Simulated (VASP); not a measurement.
Input:

```
CELL_PARAMETERS angstrom
      0.00000     3.00350     3.00350
      3.00350     0.00000     3.00350
      3.00350     3.00350     0.00000
ATOMIC_POSITIONS crystal
  Pb 0.00000 0.00000 0.00000
  F  0.75000 0.75000 0.75000
  F  0.25000 0.25000 0.25000
```

The numbers are results of PBE GGA, VASP's PBE PAW potentials (set 64) (plane waves; VASP), not measurements. Numerical set-up: 400 eV cut-off, 10×10×10 Γ-centred mesh shifted by (0.5, 0.5, 0.5), Gaussian smearing of 0.010 eV, potentials Pb_d F.

At this cut-off the stress carries a Pulay error, which pulls relaxed volumes low.

Problem. Give the stress tensor in GPa (positive for a compressed cell).

Solution. 
```
-7.13   0.00   0.00
 0.00  -7.13   0.00
 0.00   0.00  -7.13
```
The pressure is its mean diagonal, -7.13 GPa.

The structure comes from a computed database's PbF2 entry; how it stands against other phases isn't given here. The cell was not relaxed at this level.
